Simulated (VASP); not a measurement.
Calculation: PBEsol GGA, VASP's PBE PAW potentials (set 64) (plane waves; VASP).

A VASP calculation is set up with these files.

File POSCAR:
```
PbTe
1.0
  0.0000000000   3.0578682111   3.0578682111
  3.0578682111   0.0000000000   3.0578682111
  3.0578682111   3.0578682111   0.0000000000
Pb Te
1 1
direct
  0.0000000000   0.0000000000   0.0000000000
  0.5000000000   0.5000000000   0.5000000000
```

INCAR:
```
# general
SYSTEM  = PbTe
PREC    = Accurate
ENCUT   = 500
LREAL   = .FALSE.
LASPH   = .TRUE.

# electronic loop
EDIFF   = 1E-6
NELM    = 100
ALGO    = Normal
LMAXMIX = 4

# smearing
ISMEAR  = 0
SIGMA   = 0.05

# functional
GGA     = PS

# ions
IBRION  = 2
NSW     = 40
ISIF    = 3
EDIFFG  = -0.02
PSTRESS = 200

# output
LWAVE   = .FALSE.
LCHARG  = .FALSE.
```

KPOINTS:
```
Automatic mesh
0
Gamma
8 8 8
0 0 0
```

POTCAR, in this order: Pb_d Te (PBE.64 set). Program: vasp_std.

The run wrote:

### OSZICAR
```
       N       E                     dE             d eps       ncg     rms          rms(c)
DAV:   1     0.151033225354E+03    0.15103E+03   -0.91319E+03   812   0.137E+03
DAV:   2     0.254375115890E+01   -0.14849E+03   -0.14520E+03   860   0.345E+02
DAV:   3    -0.781141641857E+01   -0.10355E+02   -0.10054E+02  1058   0.969E+01
DAV:   4    -0.806215764859E+01   -0.25074E+00   -0.25057E+00   998   0.169E+01
DAV:   5    -0.807162225818E+01   -0.94646E-02   -0.94643E-02  1114   0.308E+00    0.521E+00
DAV:   6    -0.800185676936E+01    0.69765E-01   -0.14091E-01  1148   0.401E+00    0.327E+00
DAV:   7    -0.799570719464E+01    0.61496E-02   -0.65281E-02  1064   0.193E+00    0.786E-01
DAV:   8    -0.799490761730E+01    0.79958E-03   -0.91163E-03  1000   0.114E+00    0.204E-01
DAV:   9    -0.799497132844E+01   -0.63711E-04   -0.50435E-04  1042   0.276E-01    0.253E-02
DAV:  10    -0.799496816841E+01    0.31600E-05   -0.36349E-05  1048   0.710E-02    0.133E-02
DAV:  11    -0.799496921915E+01   -0.10507E-05   -0.13858E-05  1068   0.459E-02    0.133E-02
DAV:  12    -0.799496899735E+01    0.22180E-06   -0.90614E-07   538   0.111E-02
   1 F= -.85648975E+00 E0= -.85648860E+00  d E =-.856490E+00
       N       E                     dE             d eps       ncg     rms          rms(c)
DAV:   1    -0.204255070543E+02   -0.12431E+02   -0.34018E+02  1022   0.278E+02    0.273E+01
DAV:   2    -0.711579702306E+01    0.13310E+02   -0.36273E+01   962   0.191E+02    0.665E+00
DAV:   3    -0.580380973555E+01    0.13120E+01   -0.53038E+00  1048   0.437E+01    0.258E+00
DAV:   4    -0.579194511904E+01    0.11865E-01   -0.47281E-01  1012   0.686E+00    0.109E+00
DAV:   5    -0.580094170728E+01   -0.89966E-02   -0.17972E-02  1012   0.989E-01    0.116E+00
DAV:   6    -0.581097775143E+01   -0.10036E-01   -0.10443E-02  1236   0.195E+00    0.218E-01
DAV:   7    -0.581123606092E+01   -0.25831E-03   -0.95880E-04  1046   0.484E-01    0.248E-01
DAV:   8    -0.581120425236E+01    0.31809E-04   -0.34221E-04  1114   0.347E-01    0.487E-02
DAV:   9    -0.581119715207E+01    0.71003E-05   -0.34061E-05   932   0.101E-01    0.313E-02
DAV:  10    -0.581119523438E+01    0.19177E-05   -0.11027E-05   970   0.494E-02    0.497E-03
DAV:  11    -0.581119527481E+01   -0.40432E-07   -0.59802E-07   430   0.100E-02
   2 F= -.36161942E+00 E0= -.36095674E+00  d E =0.494870E+00
       N       E                     dE             d eps       ncg     rms          rms(c)
DAV:   1    -0.126686239772E+02   -0.68574E+01   -0.19839E+02  1016   0.347E+02    0.137E+01
DAV:   2    -0.849054458478E+01    0.41781E+01   -0.10985E+01   986   0.639E+01    0.496E+00
DAV:   3    -0.755869310764E+01    0.93185E+00   -0.42496E+00   998   0.375E+01    0.919E-01
DAV:   4    -0.755438722382E+01    0.43059E-02   -0.10666E-01   954   0.435E+00    0.953E-01
DAV:   5    -0.755188809618E+01    0.24991E-02   -0.10983E-02  1156   0.161E+00    0.676E-01
DAV:   6    -0.755053531643E+01    0.13528E-02   -0.30279E-03   836   0.770E-01    0.166E-01
DAV:   7    -0.755040288233E+01    0.13243E-03   -0.93777E-04  1070   0.627E-01    0.693E-02
DAV:   8    -0.755040733560E+01   -0.44533E-05   -0.29110E-05   946   0.539E-02    0.367E-02
DAV:   9    -0.755040166172E+01    0.56739E-05   -0.26595E-05   968   0.101E-01    0.191E-02
DAV:  10    -0.755040157267E+01    0.89053E-07   -0.12474E-06   540   0.111E-02
   3 F= -.10315080E+01 E0= -.10313987E+01  d E =-.175018E+00
       N       E                     dE             d eps       ncg     rms          rms(c)
DAV:   1    -0.752385713663E+01    0.26545E-01   -0.13093E-01  1010   0.720E+00    0.388E-01
DAV:   2    -0.752026824697E+01    0.35889E-02   -0.74846E-03   992   0.186E+00    0.128E-01
DAV:   3    -0.751965411474E+01    0.61413E-03   -0.24169E-03  1028   0.948E-01    0.214E-02
DAV:   4    -0.751965681531E+01   -0.27006E-05   -0.54016E-05   824   0.717E-02    0.225E-02
DAV:   5    -0.751966107516E+01   -0.42599E-05   -0.96547E-06  1106   0.344E-02    0.865E-03
DAV:   6    -0.751966161658E+01   -0.54142E-06   -0.73826E-07   490   0.134E-02
   4 F= -.10321498E+01 E0= -.10320714E+01  d E =-.175660E+00
```

OUTCAR:
```
------------------------ aborting loop because EDIFF is reached ----------------------------------------
  FORCE on cell =-STRESS in cart. coord.  units (eV):
  Direction    XX          YY          ZZ          XY          YZ          ZX
  --------------------------------------------------------------------------------------
  Total        6.4536111      6.4536111      6.4536111      0.0000000      0.0000000      0.0000000
  in kB      198.9548930    198.9548930    198.9548930      0.0000000      0.0000000      0.0000000
  external PRESSURE =      -1.0451070 kB  Pullay stress =     200.0000000 kB
  volume of cell :       51.97
      direct lattice vectors                 reciprocal lattice vectors
     0.000000000  2.961939958  2.961939958    -0.168808283  0.168808283  0.168808283
     2.961939958  0.000000000  2.961939958     0.168808283 -0.168808283  0.168808283
     2.961939958  2.961939958  0.000000000     0.168808283  0.168808283 -0.168808283
  FREE ENERGIE OF THE ION-ELECTRON SYSTEM (eV)
  ---------------------------------------------------
  free  energy   TOTEN  =        -7.5196616166 eV

  energy  without entropy=       -7.5195048663  energy(sigma->0) =       -7.51958324
  enthalpy is  TOTEN    =        -1.0321498163 eV   P V=        6.4875118003

 reached required accuracy - stopping structural energy minimisation
```
(Selected blocks of OUTCAR.)

**CONTCAR**
```
PbTe
   1.00000000000000
     0.0000000000000000    2.9619399580676311    2.9619399580676311
     2.9619399580676311    0.0000000000000000    2.9619399580676311
     2.9619399580676311    2.9619399580676311    0.0000000000000000
  Pb              Te
     1     1
Direct
     0.0000000000000000    0.0000000000000000    1.0000000000000000
     0.5000000000000000    0.5000000000000000    0.5000000000000000
```

File OUTCAR:
```
 val. band max:        9.3860902404   @ k =   0.5000   0.0000   0.0000

 cond. band min:       9.4877699591   @ k =   0.5000   0.0000   0.0000


 Fermi energy:         9.4369301001

 k-point     1 :       0.0000    0.0000    0.0000
  band No.  band energies     occupation
      1      -8.0281      2.00000
      2      -8.0281      2.00000
      3      -7.9894      2.00000
      4      -7.9894      2.00000
      5      -7.9894      2.00000
      6      -5.2906      2.00000
      7       4.5245      2.00000
      8       6.8601      2.00000
      9       6.8601      2.00000
     10       6.8601      2.00000
     11      13.5608      0.00000
     12      13.5608      0.00000
     13      13.5608      0.00000
     14      14.4035      0.00000

 k-point     2 :       0.1250    0.0000    0.0000
  band No.  band energies     occupation
      1      -8.0348      2.00000
      2      -8.0348      2.00000
      3      -7.9894      2.00000
      4      -7.9834      2.00000
      5      -7.9834      2.00000
      6      -5.1024      2.00000
      7       3.4108      2.00000
      8       6.9204      2.00000
      9       6.9204      2.00000
     10       7.6593      2.00000
     11      12.5016      0.00000
     12      12.6980      0.00000
     13      12.6980      0.00000
     14      14.1299      0.00000

 k-point     3 :       0.2500    0.0000    0.0000
  band No.  band energies     occupation
      1      -8.0536      2.00000
      2      -8.0536      2.00000
      3      -7.9903      2.00000
      4      -7.9664      2.00000
      5      -7.9664      2.00000
      6      -4.5489      2.00000
      7       1.5867      2.00000
      8       7.1084      2.00000
      9       7.1084      2.00000
     10       8.5338      2.00000
     11      11.1411      0.00000
     12      11.3369      0.00000
     13      11.3369      0.00000
     14      14.6143      0.00000

 k-point     4 :       0.3750    0.0000    0.0000
  band No.  band energies     occupation
...
```

Energy and stress use the plane-wave basis of the starting cell. Unless said otherwise, spin-orbit coupling is left out, though it shifts the bands of the heavy elements here.

The structure was generated: PbTe was put into the rock salt type (Fm-3m), which need not be its known phase. This run relaxes it under an external pressure of 20 GPa. Symmetry was kept, so distortions that lower it aren't found.
